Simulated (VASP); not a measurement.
OSZICAR of a VASP run on In (bct):

### OSZICAR
```
       N       E                     dE             d eps       ncg     rms          rms(c)
DAV:   1     0.488580640599E+02    0.48858E+02   -0.63292E+03  4934   0.158E+03
DAV:   2    -0.222334435956E+02   -0.71092E+02   -0.70187E+02  4956   0.288E+02
DAV:   3    -0.250047001871E+02   -0.27713E+01   -0.27528E+01  5710   0.662E+01
DAV:   4    -0.250700130858E+02   -0.65313E-01   -0.65273E-01  6466   0.102E+01
DAV:   5    -0.250727470986E+02   -0.27340E-02   -0.27339E-02  6200   0.160E+00    0.360E+00
DAV:   6    -0.224362133094E+02    0.26365E+01   -0.15864E+00  5450   0.318E+01    0.142E+00
DAV:   7    -0.225529008852E+02   -0.11669E+00   -0.17570E-01  5058   0.899E+00    0.121E+00
DAV:   8    -0.225327939538E+02    0.20107E-01   -0.10780E-01  4958   0.332E+00    0.264E-01
DAV:   9    -0.225750767600E+02   -0.42283E-01   -0.39631E-02  4946   0.204E+00    0.206E-01
DAV:  10    -0.225712979632E+02    0.37788E-02   -0.26007E-03  5452   0.780E-01    0.125E-01
DAV:  11    -0.225751140546E+02   -0.38161E-02   -0.32529E-03  4992   0.832E-01    0.159E-01
DAV:  12    -0.225759014807E+02   -0.78743E-03   -0.76591E-04  5438   0.493E-01    0.220E-02
DAV:  13    -0.225761129745E+02   -0.21149E-03   -0.21874E-04  5098   0.202E-01    0.182E-02
DAV:  14    -0.225761115123E+02    0.14622E-05   -0.14544E-05  6036   0.469E-02    0.385E-02
DAV:  15    -0.225761098702E+02    0.16421E-05   -0.40462E-06  5088   0.247E-02    0.300E-02
DAV:  16    -0.225761209735E+02   -0.11103E-04   -0.57657E-06  5000   0.250E-02    0.147E-02
DAV:  17    -0.225761221626E+02   -0.11892E-05   -0.59480E-07  5400   0.829E-03    0.101E-02
DAV:  18    -0.225761220170E+02    0.14560E-06   -0.33160E-08  2976   0.258E-03    0.991E-03
DAV:  19    -0.225761222878E+02   -0.27075E-06   -0.96802E-08  3876   0.426E-03    0.681E-03
DAV:  20    -0.225761221475E+02    0.14025E-06   -0.21871E-07  5168   0.781E-03    0.171E-03
DAV:  21    -0.225761221500E+02   -0.24338E-08   -0.68553E-09  2594   0.973E-04
   1 F= -.22412341E+02 E0= -.22412329E+02  d E =-.224123E+02
       N       E                     dE             d eps       ncg     rms          rms(c)
DAV:   1    -0.226485712588E+02   -0.72449E-01   -0.19065E+00  5618   0.321E+01    0.187E+00
DAV:   2    -0.225787431727E+02    0.69828E-01   -0.15162E-01  5630   0.965E+00    0.583E-01
DAV:   3    -0.225721124540E+02    0.66307E-02   -0.25847E-02  6710   0.364E+00    0.373E-01
DAV:   4    -0.225732727632E+02   -0.11603E-02   -0.37477E-03  4900   0.865E-01    0.216E-01
DAV:   5    -0.225717555793E+02    0.15172E-02   -0.32935E-03  4956   0.938E-01    0.683E-02
DAV:   6    -0.225740472604E+02   -0.22917E-02   -0.19846E-03  5088   0.715E-01    0.350E-02
DAV:   7    -0.225740756914E+02   -0.28431E-04   -0.65023E-05  5042   0.901E-02    0.381E-02
DAV:   8    -0.225741151325E+02   -0.39441E-04   -0.50945E-05  5062   0.698E-02    0.757E-03
DAV:   9    -0.225741227121E+02   -0.75797E-05   -0.38517E-06  5112   0.270E-02    0.889E-03
DAV:  10    -0.225741233625E+02   -0.65037E-06   -0.82142E-07  5440   0.135E-02    0.222E-03
DAV:  11    -0.225741233168E+02    0.45729E-07   -0.20530E-07  5004   0.740E-03
   2 F= -.22413953E+02 E0= -.22413943E+02  d E =-.161277E-02
       N       E                     dE             d eps       ncg     rms          rms(c)
DAV:   1    -0.225747177687E+02   -0.59441E-03   -0.90003E-03  5634   0.228E+00    0.120E-01
DAV:   2    -0.225744021199E+02    0.31565E-03   -0.66761E-04  5648   0.630E-01    0.404E-02
DAV:   3    -0.225743679062E+02    0.34214E-04   -0.13033E-04  6734   0.259E-01    0.229E-02
DAV:   4    -0.225743769029E+02   -0.89967E-05   -0.88004E-06  4898   0.393E-02    0.173E-02
DAV:   5    -0.225743625550E+02    0.14348E-04   -0.10391E-05  5028   0.553E-02    0.603E-03
DAV:   6    -0.225743752669E+02   -0.12712E-04   -0.11370E-05  5090   0.573E-02    0.239E-03
DAV:   7    -0.225743757579E+02   -0.49095E-06   -0.16043E-07  5072   0.475E-03    0.200E-03
DAV:   8    -0.225743757223E+02    0.35581E-07   -0.17808E-07  5120   0.273E-03
   3 F= -.22413963E+02 E0= -.22413952E+02  d E =-.162187E-02
```

Which electronic solver shows in the log?

It is blocked Davidson (ALGO = Normal, or the opening steps of other solvers). The INCAR had ALGO = Normal.

Can the final energy be trusted as converged?

Self-consistency was reached. It stopped with EDIFF = 1E-7, NELM = 100, NSW = 40 and EDIFFG = -0.01 after 3 ionic steps (r2SCAN meta-GGA, plane waves, VASP's PBE PAW potentials (set 64)). Energy and stress use the plane-wave basis of the starting cell.

The compound is In in the bct structure. This run relaxes it under an external pressure of 1 GPa. Symmetry was kept, so distortions that lower it aren't found.
